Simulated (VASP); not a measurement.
Output of a VASP run:

**OSZICAR**
```
       N       E                     dE             d eps       ncg     rms          rms(c)
DAV:   1     0.197743773210E+03    0.19774E+03   -0.16053E+04   560   0.155E+03
DAV:   2    -0.443319831370E+01   -0.20218E+03   -0.19589E+03   643   0.379E+02
DAV:   3    -0.126649913909E+02   -0.82318E+01   -0.82174E+01   582   0.852E+01
DAV:   4    -0.127035259696E+02   -0.38535E-01   -0.38531E-01   586   0.583E+00
DAV:   5    -0.127036804766E+02   -0.15451E-03   -0.15450E-03   593   0.327E-01    0.973E+00
DAV:   6    -0.108826178563E+02    0.18211E+01   -0.54656E+00   689   0.457E+01    0.693E+00
DAV:   7    -0.109259181781E+02   -0.43300E-01   -0.92714E-01   545   0.996E+00    0.400E+00
DAV:   8    -0.109158876831E+02    0.10030E-01   -0.18540E-01   587   0.422E+00    0.784E-01
DAV:   9    -0.109053968634E+02    0.10491E-01   -0.46114E-02   652   0.251E+00    0.105E-01
DAV:  10    -0.109059352710E+02   -0.53841E-03   -0.34040E-03   549   0.765E-01    0.126E-01
DAV:  11    -0.109060336710E+02   -0.98400E-04   -0.23859E-04   593   0.190E-01    0.523E-02
DAV:  12    -0.109060654987E+02   -0.31828E-04   -0.11203E-04   554   0.963E-02    0.162E-02
DAV:  13    -0.109060673897E+02   -0.18911E-05   -0.60610E-06   610   0.223E-02    0.677E-03
DAV:  14    -0.109060673184E+02    0.71300E-07   -0.16262E-06   435   0.193E-02
   1 F= -.10906067E+02 E0= -.10906067E+02  d E =-.354922E-21
```

OUTCAR:
```
------------------------ aborting loop because EDIFF is reached ----------------------------------------
  FORCE on cell =-STRESS in cart. coord.  units (eV):
  Direction    XX          YY          ZZ          XY          YZ          ZX
  --------------------------------------------------------------------------------------
  Total       -0.0811844     -0.0811844     -0.0811844     -0.0000000      0.0000000     -0.0000000
  in kB       -3.1309512     -3.1309512     -3.1309512     -0.0000000      0.0000000     -0.0000000
  external PRESSURE =      -3.1309512 kB  Pullay stress =       0.0000000 kB
  volume of cell :       41.54
      direct lattice vectors                 reciprocal lattice vectors
     0.000000000  2.748900000  2.748900000    -0.181890938  0.181890938  0.181890938
     2.748900000  0.000000000  2.748900000     0.181890938 -0.181890938  0.181890938
     2.748900000  2.748900000  0.000000000     0.181890938  0.181890938 -0.181890938
 POSITION                                       TOTAL-FORCE (eV/Angst)
 -----------------------------------------------------------------------------------
      0.00000      0.00000      0.00000         0.000000      0.000000     -0.000000
      1.37445      1.37445      1.37445         0.000000      0.000000      0.000000
      4.12335      4.12335      4.12335        -0.000000     -0.000000     -0.000000
 -----------------------------------------------------------------------------------
    total drift:                                0.000000     -0.000000      0.000000
  FREE ENERGIE OF THE ION-ELECTRON SYSTEM (eV)
  ---------------------------------------------------
  free  energy   TOTEN  =       -10.9060673184 eV

  energy  without entropy=      -10.9060673184  energy(sigma->0) =      -10.90606732
```
(Selected blocks of OUTCAR.)

File POSCAR:
```
CdF2
1
    0.0000000000     2.7489000000     2.7489000000
    2.7489000000     0.0000000000     2.7489000000
    2.7489000000     2.7489000000     0.0000000000
Cd F
1 2
Direct
  0.0000000000   0.0000000000   0.0000000000
  0.2500000000   0.2500000000   0.2500000000
  0.7500000000   0.7500000000   0.7500000000
```

**Question.** Write an INCAR and KPOINTS that could have produced this output.

**Answer.** This is not unique; one that fits is the input of the run itself, PBE GGA, plane waves, VASP's PBE PAW potentials (set 64).

**KPOINTS**
```
kpoints
0
G
 6 6 6
0 0 0
```

**INCAR**
```
# general
SYSTEM   =  CdF2
PREC     =  Accurate
ENCUT    =  520
LREAL    =  F
LASPH    =  T
ADDGRID  =  T

# electronic loop
EDIFF    =  1E-6
NELM     =  100
ALGO     =  Normal
LMAXMIX  =  4

# smearing
ISMEAR   =  0
SIGMA    =  0.05

# functional
GGA      =  PE

# ions
ISIF     =  2

# output
LWAVE    =  F
LCHARG   =  F
```

POTCAR, in this order: Cd F (PBE.64 set). Program: vasp_std.

The compound is CdF2 in the fluorite structure. The cell was not relaxed at this level. The run is one of a series of settings (ADDGRID = .TRUE. against the base run), some of them coarse on purpose.
